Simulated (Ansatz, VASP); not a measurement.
# Sb2Ru (Sb2Ru (Pnnm)): VASP beside Ansatz

Aim: how closely do two programs agree when they are given the same cell, functional and k mesh? The cell is taken from a series of runs on this material, whose earlier steps may have relaxed, scaled, displaced or heated it; both programs get it as it stands.

Method: plane waves, with VASP 6.6.1 beside it; relaxation of cell and atoms at r2SCAN, in Ansatz 0.2.0.

### Step 1. Starting point

It takes space group Pnnm (No. 58, orthorhombic). Conventional cell: a = 5.977 Å, b = 6.718 Å, c = 3.214 Å, α = 90.00°, β = 90.00°, γ = 90.00°. Sb has 3 Ru at 2.64 to 2.66 Å and 1 Sb at 2.89 Å nearest. Ru has 6 Sb at 2.64 to 2.66 Å nearest. Farther neighbours are not listed.

### Step 2. Ansatz: relaxation of cell and atoms, r2SCAN

Ansatz runs on its default PAW (the set named soft_2) files.

The relaxed volume is the usual yardstick between codes: in a stiff, nearly cubic crystal its relative difference is about their pressure difference at one cell divided by the bulk modulus.

File input.yaml:

```yaml
crystal:
  lattice:
    - [5.9768655, 0.0, 0.0]
    - [0.0, 6.7175876, 0.0]
    - [0.0, 0.0, 3.214248]
  atoms:
    - { symbol: Sb, position: [0.18251975, 0.35842278, 0.0] }
    - { symbol: Sb, position: [0.81748025, 0.64157722, 0.0] }
    - { symbol: Sb, position: [0.68251975, 0.14157722, 0.5] }
    - { symbol: Sb, position: [0.31748025, 0.85842278, 0.5] }
    - { symbol: Ru, position: [0.0, 0.0, 0.0] }
    - { symbol: Ru, position: [0.5, 0.5, 0.5] }
basis:
  ecutwfc: 500
  xc_grid: 2
hamiltonian:
  xc: r2scan
kpoints:
  mp_grid: { grid: [7, 6, 12] }
scf:
  occupations: { method: fermi_dirac, width: 0.05 }
  max_iter: 150
output:
  forces: true
  stress: true
relax:
  f_tol: 0.01
  max_steps: 60
  cell: {}
checkpoint:
  write: "../r2scan.run"
  compress: false
  write_wavefunctions: false
  write_every: 100000
```

The run is started by

```bash
$ ansatz run input.yaml --threads 1 --pin off --max-ram 2355MiB --backend cpu --events-out ev --progress --plain --runs-dir out
```

Numbers of over 12 decimals in the logs are rounded to 6 here.

The program printed:

```text
Engine: ansatz 0.2.0, aarch64-unknown-linux-gnu
Pseudopotentials: kind: paw
Pseudopotential: Sb, paw, valence charge 15, recommended cutoff 500 eV (meta_gga), Sb.paw.azcp
Pseudopotential: Ru, paw, valence charge 16, recommended cutoff 500 eV (meta_gga), Ru.paw.azcp
Functional definition: r2SCAN
  parameter k0 = 0.174
  parameter k1 = 0.065
  parameter a1 = 4.9479
  exchange = r2scan_x(k0 = k0, k1 = k1, a1 = a1)
  correlation = r2scan_c
Crystal: 6 atoms, lattice volume = 129.052 Å³
Basis set: ecut = 500 eV, 3275 PW (Γ), exchange–correlation on 90×100×48 points (8 copies of the dense FFT grid, shifted against one another)
Bands: 56, of which v1, the nominal top of the filled ones, is band 46 counted from 1 (45 counted from 0)
Symmetry: 8 space group operations
Space group: Pnnm (ITA 58), of the structure as read, at distance tolerance 5.1e-5 Å
k-points: 112 of 504
Non-local potential: Sb, projectors of the file, l = 0: 2, l = 1: 2, l = 2: 2, l = 3: 2
Non-local potential: Ru, projectors of the file, l = 0: 3, l = 1: 2, l = 2: 2, l = 3: 1
PAW form: soft (Blöchl's): semilocal exchange-correlation on the pseudo side does not see the compensation charge
PAW frozen core: Sb, regenerated for the run's functional (the file was generated under x = pbe(κ = 0.804, μ = 0.219515), c = pbe(β = 0.066725))
PAW frozen core: Ru, regenerated for the run's functional (the file was generated under x = pbe(κ = 0.804, μ = 0.219515), c = pbe(β = 0.066725))
PAW one-centre angular grid: Sb, 590 points (default); XC on 160 Gauss nodes
PAW one-centre angular grid: Ru, 590 points (default); XC on 160 Gauss nodes
Initial density: superposition of atomic densities (neutral atoms: chi_scale 0, normalization atom), corrected by the library's trained network
Initial wavefunctions: pseudopotential atomic-orbital guess
Functional: x = r2scan, c = r2scan; τ floored in thin density (d = 2e-4 eV/Å³)
SCF iter   1: F=—  HF=-37779.557278 eV  |F-HF|=—  |Δ(HF+E_count)|=         —  Δρ=7.78e-3  dr2=3.33e-2  dr2_τ=5.27e-2  ethr=1.77e-3  ⟨swp⟩=6.7  Hψ=23981  notcnv=0  defer=45
preconditioner: auto → Resta (q_TF=auto, 2.579 Å⁻¹)  ε∞=7.0  [insulator: Δε(μ)=0.251 eV  Ē_g=8.030 eV  σ=0.050 eV  W_gap=0.85  n_scr=38 (ndim 8)  ℏωp=19.6 eV  f_vac=0.000  D(μ)=0.07/eV (n_scr^D=0)  ε∞_Penn≈7.0]
SCF iter   2: F=—  HF=-37779.623362 eV  |F-HF|=—  |Δ(HF+E_count)|=   6.61e-2  Δρ=4.28e-3  dr2=1.55e-2  dr2_τ=8.59e-4  ethr=3.61e-5  ⟨swp⟩=2.0  Hψ=11162  notcnv=0  defer=253
SCF iter   3: F=—  HF=-37779.624078 eV  |F-HF|=—  |Δ(HF+E_count)|=   7.16e-4  Δρ=2.31e-3  dr2=4.18e-3  dr2_τ=3.79e-4  ethr=1.68e-5  ⟨swp⟩=1.9  Hψ=6654  notcnv=0  defer=141
automatic band count: iteration 3 solves 55 bands in place of 56: the levels show a gap, and the empty bands left out lie too high to hold charge; the band table lists the bands solved (type scf.n_extra_bands for more)
SCF iter   4: F=—  HF=-37779.624767 eV  |F-HF|=—  |Δ(HF+E_count)|=   6.89e-4  Δρ=3.16e-4  dr2=1.11e-4  dr2_τ=6.25e-6  ethr=4.54e-6  ⟨swp⟩=2.1  Hψ=11096  notcnv=0  defer=141
SCF iter   5: F=—  HF=-37779.624828 eV  |F-HF|=—  |Δ(HF+E_count)|=   6.10e-5  Δρ=9.52e-5  dr2=1.72e-5  dr2_τ=6.53e-7  ethr=1.21e-7  ⟨swp⟩=2.0  Hψ=8915  notcnv=0  defer=141
SCF iter   6: F=—  HF=-37779.624834 eV  |F-HF|=—  |Δ(HF+E_count)|=   6.48e-6  Δρ=2.22e-5  dr2=9.79e-7  dr2_τ=3.56e-8  ethr=1.87e-8  ⟨swp⟩=2.0  Hψ=8092  notcnv=0  defer=141
SCF iter   7: F=-37779.624834 eV  HF=-37779.624834 eV  |F-HF|=1.09e-8  |Δ(HF+E_count)|=   1.67e-7  Δρ=5.85e-6  dr2=3.91e-8  dr2_τ=1.36e-9  ethr=1.09e-10  ⟨swp⟩=3.2  Hψ=25282  notcnv=0
SCF 1 converged in 7 iterations: F = -37779.624834 eV  dr2 = 3.91e-8
  greatest PAW one-centre occupation: 0.998 electrons in one spin orbital (limit 2), on the Ru atom at site 5 (counted from 0), in its partial waves of l = 1
relax step   1: F+E_penalty+E_count = -37779.62483441 eV  Δ(F+E_penalty+E_count) = +0.000e0 eV  max|allowed force component| = 3.234e-2 eV/Å  Δτ_max = 0.0000 Å  P = -0.035 GPa  Ω = 129.052 Å³  (7 SCF iters, dr2 threshold 1.00e-7 eV, accepted)
[...]
relax step   2: F+E_penalty+E_count = -37779.62228805 eV  Δ(F+E_penalty+E_count) = +2.546e-3 eV  max|allowed force component| = 1.042e-1 eV/Å  Δτ_max = 0.0119 Å  P = +0.133 GPa  Ω = 128.919 Å³  energy of the carried Pulay correction = +3.011e-5 eV  (6 SCF iters, dr2 threshold 6.54e-8 eV, rejected (line search))
[...]
relax step   3: F+E_penalty+E_count = -37779.62503446 eV  Δ(F+E_penalty+E_count) = -2.001e-4 eV  max|allowed force component| = 2.459e-4 eV/Å  Δτ_max = 0.0027 Å  P = +0.002 GPa  Ω = 129.022 Å³  energy of the carried Pulay correction = +6.805e-6 eV  (9 SCF iters, accepted)
[...]
relax step   4: F+E_penalty+E_count = -37779.62502778 eV  Δ(F+E_penalty+E_count) = +6.685e-6 eV  max|allowed force component| = 2.480e-4 eV/Å  Δτ_max = 0.0000 Å  P = +0.002 GPa  Ω = 129.022 Å³  stress off target by 1.12e-2 GPa  SCF on the basis re-selected at this cell (its energy is not comparable with the rows above)  (4 SCF iters)
basis re-selected at this cell: Δ(F+E_penalty+E_count) = +6.685e-6 eV, ΔP = -0.000 GPa vs the last step (what re-selecting the basis moved, of the pressure what is left beyond the Pulay correction that the steps carried, after the strain that the cell walked since its last selection, with what the two solves' SCF thresholds leave and, on support functions, any second-order correction that the steps lacked; it is no m [...]
SCF converged after 4 iterations
Free energy (F): -37779.625028 eV
Harris-Foulkes:  -37779.625028 eV  (|F-HF|=3.64e-11)
Internal energy: -37779.624031 eV  (E = F + TS)
E sigma→0 (E₀):  -37779.624529 eV
Entropy (-TS):   -0.000997 eV (-0.166 meV/atom)
Fermi energy:    14.152217 eV
--- Per-component energies (eV) ---
  E_band       = -853.160208
  E_kinetic    = 1861.439455
  E_local      = -9135.820112  (includes V_loc(G=0)·N_el)
  E_nonlocal   = 2147.434668
  E_hartree    = 3827.382230
  E_xc         = -879.622000
  E_vxc        = -946.854983  (∫ρ·V_xc dr)
  E_paw        = -25374.740308  (= ΣΔE_a)
  E_vpaw       = -2499.079133  (= ΣTr[D̂ρ^β])
  E_aug_tail   = 0.000181  (compensation charges beyond the density's cutoff)
  E_vtau       = 64.955412  (kinetic-family band-sum trace: ∫τ·v_τ [+ j·A + Jᵃ·Aᵃ] dr)
  E_ewald      = -10227.100382
  E_core_change = 1.402237  (= ΣΔE_core)
  E_smearing   = -0.000997  (= −TS)
  E_closure    = -0.000000  (closes the sum)
  Σ components = -37779.625028   (vs F -37779.625028, Δ=0.00e0)
--- Forces (eV/Å), atoms counted from 1 ---
  atom   1  Sb     0.00024800    -0.00003100     0.00000000
  atom   2  Sb    -0.00024800     0.00003100     0.00000000
  atom   3  Sb     0.00024800     0.00003100     0.00000000
  atom   4  Sb    -0.00024800    -0.00003100     0.00000000
  atom   5  Ru     0.00000000     0.00000000     0.00000000
  atom   6  Ru     0.00000000     0.00000000     0.00000000
  max |Σ_I F_I| component: 0.00e0 eV/Å
--- Stress (GPa, compression-positive) ---
       -0.002234       0.000000       0.000000
        0.000000      -0.002471       0.000000
        0.000000       0.000000       0.011176
  P = ⅓ Tr σ = 0.0022 GPa (0.022 kbar)
--- Relaxed structure (3 steps of the walk, 2 accepted, 1 SCFs on fresh bases) ---
  F+E_penalty+E_count = -37779.62502778 eV   max|allowed force component| = 2.480e-4 eV/Å   (the final SCF, on the basis selected at the relaxed cell)
  cell:  # Å, volume = 129.0222 Å³
    - [5.979246, 0.0, 0.0]
    - [0.0, 6.713882, 0.0]
    - [0.0, 0.0, 3.213989]
  atoms:
    - { symbol: Sb, position: [0.182539, 0.358822, 0.0] }
    - { symbol: Sb, position: [0.817461, 0.641178, 0.0] }
    - { symbol: Sb, position: [0.682539, 0.141178, 0.5] }
    - { symbol: Sb, position: [0.317461, 0.858822, 0.5] }
    - { symbol: Ru, position: [0, 0, 0.0] }
    - { symbol: Ru, position: [0.5, 0.5, 0.5] }
```

### Step 3. VASP: relaxation of cell and atoms, r2SCAN

The same cell, functional, mesh and smearing now go to VASP, with its own data sets.

Lines of VASP's logs that name or quote its potential files are left out, and so is its time.

File INCAR:

```
SYSTEM = Sb2Ru
PREC = Accurate
ENCUT = 550
EDIFF = 1E-07
NELM = 120
ISMEAR = -1
SIGMA = 0.05
LREAL = .FALSE.
ALGO = Normal
METAGGA = R2SCAN
LASPH = .TRUE.
NBANDS = 30
LORBIT = 11
LWAVE = .FALSE.
LCHARG = .FALSE.
ISIF = 3
IBRION = 2
NSW = 80
EDIFFG = -0.005
GGA_COMPAT = .FALSE.
NELMIN = 4
EFERMI = MIDGAP
LMIXTAU = .TRUE.
KPAR = 2
```

File POSCAR:

```
Sb2Ru
1.0
    5.9768650000      0.0000000000      0.0000000000
    0.0000000000      6.7175880000      0.0000000000
    0.0000000000      0.0000000000      3.2142480000
Sb Ru
4 2
Direct
    0.1825197658      0.3584226958      0.0000000000
    0.8174804015      0.6415771554      0.0000000000
    0.6825198495      0.1415771554      0.5000000000
    0.3174803179      0.8584226958      0.5000000000
    0.0000000000      0.0000000000      0.0000000000
    0.5000000837      0.5000000000      0.5000000000
```

File KPOINTS:

```
Automatic mesh
0
Gamma
7 6 12
0 0 0
```

PAW data sets: Sb and Ru_pv (PBE family, release 64).

The run is started by

```bash
$ mpirun -np 2 vasp_std
```

The program printed:

```text
[banner, memory and clock lines left out]
running    2 mpi-ranks, on    1 nodes
 distrk:  each k-point on    1 cores,    2 groups
 distr:  one band on    1 cores,    1 groups

 POSCAR found type information on POSCAR SbRu
 POSCAR found :  2 types and       6 ions
|                                                                             |
|               ----> ADVICE to this user running VASP <----                  |
|                                                                             |
|     You enforced a specific xc type in the INCAR file but a different       |
|     [... a line on the potential file left out ...]
|     I HOPE YOU KNOW WHAT YOU ARE DOING!                                     |
|                                                                             |

 LDA part: xc-table for (None), standard interpolation
 POSCAR, INCAR and KPOINTS ok, starting setup
 FFT: planning ... GRIDC
 FFT: planning ... GRID_SOFT
 FFT: planning ... GRID
 WAVECAR not read
 entering main loop
       N       E                     dE             d eps       ncg     rms          rms(c)
DAV:   1     0.284709465220E+03    0.28471E+03   -0.24752E+04  7808   0.156E+03
DAV:   2    -0.144627093586E+03   -0.42934E+03   -0.41343E+03  7636   0.365E+02
DAV:   3    -0.166571065931E+03   -0.21944E+02   -0.20903E+02  8318   0.788E+01
DAV:   4    -0.167101016126E+03   -0.52995E+00   -0.52718E+00  7854   0.129E+01
DAV:   5    -0.167118541878E+03   -0.17526E-01   -0.17522E-01  9626   0.241E+00    0.158E+01
DAV:   6    -0.159695390146E+03    0.74232E+01   -0.65296E+00  6864   0.241E+01    0.436E+00
DAV:   7    -0.154555936419E+03    0.51395E+01   -0.18389E+00  7504   0.105E+01    0.402E+00
DAV:   8    -0.154988472211E+03   -0.43254E+00   -0.69567E-01  7218   0.568E+00    0.141E+00
DAV:   9    -0.155294741071E+03   -0.30627E+00   -0.58941E-01  7182   0.400E+00    0.542E-01
DAV:  10    -0.155384090615E+03   -0.89350E-01   -0.11938E-01  7266   0.196E+00    0.304E-01
DAV:  11    -0.155382712172E+03    0.13784E-02   -0.45515E-02  7206   0.133E+00    0.208E-01
DAV:  12    -0.155398025530E+03   -0.15313E-01   -0.55165E-03  7374   0.558E-01    0.880E-02
DAV:  13    -0.155405329561E+03   -0.73040E-02   -0.92041E-03  7176   0.524E-01    0.513E-02
DAV:  14    -0.155407186042E+03   -0.18565E-02   -0.13342E-03  7298   0.263E-01    0.288E-02
DAV:  15    -0.155407118538E+03    0.67504E-04   -0.11634E-04  8028   0.659E-02    0.233E-02
DAV:  16    -0.155407068098E+03    0.50440E-04   -0.60362E-05  7134   0.597E-02    0.100E-02
DAV:  17    -0.155407216566E+03   -0.14847E-03   -0.87790E-05  7050   0.709E-02    0.457E-03
DAV:  18    -0.155407219912E+03   -0.33462E-05   -0.41754E-06  7470   0.153E-02    0.212E-03
DAV:  19    -0.155407219091E+03    0.82099E-06   -0.76400E-07  7520   0.623E-03    0.273E-03
DAV:  20    -0.155407219902E+03   -0.81089E-06   -0.92181E-07  7074   0.676E-03    0.189E-03
DAV:  21    -0.155407219928E+03   -0.26138E-07   -0.61595E-08  3648   0.168E-03
   1 F= -.15540722E+03 E0= -.15540672E+03  d E =-.155407E+03
[...]
2 F= -.15540724E+03 E0= -.15540672E+03  d E =-.193331E-04
[...]
3 F= -.15540729E+03 E0= -.15540678E+03  d E =-.723168E-04
[...]
4 F= -.15540729E+03 E0= -.15540678E+03  d E =-.721059E-04
[...]
5 F= -.15540732E+03 E0= -.15540680E+03  d E =-.272822E-04
 trial-energy change:   -0.000027  1 .order   -0.000029   -0.000048   -0.000010
 step:   1.2764(harm=  1.1373)  dis= 0.00078  next Energy=  -155.407321 (dE=-0.292E-04)
 bond charge predicted
       N       E                     dE             d eps       ncg     rms          rms(c)
DAV:   1    -0.155407340621E+03   -0.21346E-04   -0.55156E-04  7002   0.174E-01    0.333E-02
DAV:   2    -0.155407327667E+03    0.12954E-04   -0.13045E-04  7632   0.929E-02    0.201E-02
DAV:   3    -0.155407320431E+03    0.72357E-05   -0.24540E-05  7572   0.394E-02    0.658E-03
DAV:   4    -0.155407319684E+03    0.74693E-06   -0.53104E-06  8182   0.129E-02    0.224E-03
DAV:   5    -0.155407319694E+03   -0.96243E-08   -0.59216E-07  7420   0.494E-03
   6 F= -.15540732E+03 E0= -.15540679E+03  d E =-.276603E-04
 curvature:  -0.45 expect dE=-0.684E-05 dE for cont linesearch -0.279E-06
 trial: gam= 0.39045 g(F)=  0.340E-05 g(S)=  0.119E-04 ort =-0.633E-05 (trialstep = 0.977E+00)
 search vector abs. value=  0.202E-04
 reached required accuracy - stopping structural energy minimisation
```

From OUTCAR (step 3):

```text
ion  position               nearest neighbor table
   1  0.183  0.358  0.000-   5 2.64   6 2.66   6 2.66   2 2.89   3 3.69   3 3.69   3 3.69   3 3.69

  LATTYP: Found a simple orthorhombic cell.
 ALAT       =     3.2142480000
 B/A-ratio  =     1.8594909291
 C/A-ratio  =     2.0899407886

 Subroutine GETGRP returns: Found  8 space group operations
 (whereof  4 operations were pure point group operations)

The static configuration has the point symmetry C_2h.
 The point group associated with its full space group is D_2h.

 Found    112 irreducible k-points:

   k-points           NKPTS =    112   k-points in BZ     NKDIM =    112   number of bands    NBANDS=     30

   dimension x,y,z NGX =    48 NGY =   54 NGZ =   28
   dimension x,y,z NGXF=    96 NGYF=  108 NGZF=   56

   ENCUT  =  550.0 eV  40.42 Ry    6.36 a.u.  11.43 12.85  6.15*2*pi/ulx,y,z

   NELECT =      48.0000    total number of electrons

 k-points in reciprocal lattice and weights: Automatic mesh
   0.00000000  0.00000000  0.00000000       0.002
   0.14285714  0.00000000  0.00000000       0.004
   0.28571429  0.00000000  0.00000000       0.004
   0.42857143  0.00000000  0.00000000       0.004
   0.00000000  0.16666667  0.00000000       0.004
   0.14285714  0.16666667  0.00000000       0.008
   0.28571429  0.16666667  0.00000000       0.008
   0.42857143  0.16666667  0.00000000       0.008
   0.00000000  0.33333333  0.00000000       0.004
[...]
0.28571429  0.50000000  0.50000000       0.004
   0.42857143  0.50000000  0.50000000       0.004

 average (electrostatic) potential at core
       1 -88.2783       2 -88.2783       3 -88.2783       4 -88.2783       5 -74.9597
       6 -74.9597

 E-fermi :   9.2958

 k-point     1 :       0.0000    0.0000    0.0000
  band No.  band energies     occupation
    ...
     20       7.4261      2.00000
     21       8.0364      2.00000
     22       8.4352      2.00000
     23       8.4765      2.00000
     24       8.5556      2.00000
     25      11.1481      0.00000
     26      11.6729      0.00000
     27      12.9357      0.00000
     28      13.3881      0.00000
     29      13.9757      0.00000
    ...

 k-point     2 :       0.1429    0.0000    0.0000
  band No.  band energies     occupation
    ...
     20       7.4174      2.00000
     21       8.2454      2.00000
     22       8.4162      2.00000
     23       8.4622      2.00000
     24       8.5015      2.00000
     25      11.2316      0.00000
     26      11.8540      0.00000
     27      12.9800      0.00000
     28      13.0065      0.00000
     29      14.0870      0.00000
    ...

 k-point     3 :       0.2857    0.0000    0.0000
  band No.  band energies     occupation
    ...
     20       7.5333      2.00000
     21       8.3832      2.00000
     22       8.3968      2.00000
     23       8.4274      2.00000
     24       8.6349      2.00000
     25      11.5503      0.00000
     26      12.3398      0.00000
     27      12.3599      0.00000
     28      13.1447      0.00000
     29      14.3820      0.00000
    ...

  Total       -0.0248205      0.0222660     -0.0192955      0.0000000      0.0000000      0.0000000
  in kB       -0.3082865      0.2765582     -0.2396624      0.0000000      0.0000000      0.0000000
  external PRESSURE =      -0.0904636 kB  Pullay stress =       0.0000000 kB

  energy-cutoff  :      550.00
  volume of cell :      128.99
      direct lattice vectors                 reciprocal lattice vectors
     5.978651097 -0.000000000  0.000000000     0.167261809  0.000000000  0.000000000
    -0.000000000  6.711595648  0.000000000     0.000000000  0.148995865  0.000000000
     0.000000000  0.000000000  3.214681207     0.000000000  0.000000000  0.311072836

 POSITION                                       TOTAL-FORCE (eV/Angst)
 -----------------------------------------------------------------------------------
      1.09235      2.40609      0.00000         0.002999      0.002937      0.000000
      4.88630      4.30550      0.00000        -0.002999     -0.002937      0.000000
      4.08168      0.94971      1.60734         0.002999     -0.002937      0.000000
      1.89697      5.76189      1.60734        -0.002999      0.002937      0.000000
      0.00000      0.00000      0.00000         0.000000      0.000000      0.000000
      2.98933      3.35580      1.60734         0.000000      0.000000      0.000000
 -----------------------------------------------------------------------------------
    total drift:                               -0.000740      0.000119     -0.000000

  FREE ENERGIE OF THE ION-ELECTRON SYSTEM (eV)
  ---------------------------------------------------
  free  energy   TOTEN  =      -155.4073196940 eV

  energy  without entropy=     -155.4062649980  energy(sigma->0) =     -155.40679235

 reached required accuracy - stopping structural energy minimisation

 total charge
# of ion       s       p       d       tot
------------------------------------------
    1        1.126   1.240   0.070   2.435
    2        1.126   1.240   0.070   2.435
    3        1.126   1.240   0.070   2.435
    4        1.126   1.240   0.070   2.435
    5        0.304   6.253   6.140  12.698
    6        0.304   6.253   6.140  12.698
--------------------------------------------------
tot          5.113  17.464  12.560  35.138

[... 3 further parts left out ...]
```

### Step 4. Differences

Known differences besides the potentials themselves: VASP keeps PBE cores, Ansatz makes them for the functional; the data sets hold 92 valence electrons in Ansatz (on its default PAW (the set named soft_2) files) and 48 in VASP; the cutoff is 500 eV in Ansatz and 550 eV in VASP; Ansatz adds a Pulay correction to the stress that steers its cell, VASP none. Total energies have different zeros and are not compared.

Compared:

```
                                         quantity  Ansatz    VASP  difference
                                      volume (Å³)  129.02  128.99     +0.02 %
edge a after relaxation, in the typed setting (Å)   5.979   5.979     +0.01 %
edge b after relaxation, in the typed setting (Å)   6.714   6.712     +0.03 %
edge c after relaxation, in the typed setting (Å)   3.214   3.215     -0.02 %
```

### Step 5. Summary of results

```yaml
difference_in_edge_b_after_relaxation_in_the_typed_setting_relaxation_of_cell_and_atoms_r2scan: 0.034 %
```

The difference in edge b after relaxation, in the typed setting is 0.034 % (relaxation of cell and atoms, r2SCAN), within the 1.2 % picked in this series as the mark of a large difference, as far as the stopping tolerances let one tell. The data sets hold unlike numbers of valence electrons (92 in Ansatz and 48 in VASP), so part of the differences comes from the potentials. Such differences can come from data sets, numerical settings and the points named under the comparisons, not from the functional's error against experiment.

[Lines on the potential files, build, host, timing and source positions are cut from VASP's logs without a mark.]

[Logs are printed without paths, hosts, clocks, repeated set-up lines and the standing remarks that a program may print on its own settings, such as how far it seeks lower states.]

[Hosts, paths, dates, database ids (printed as entryN), source tags and the programs' standing remarks are cut or masked in the printed files.]
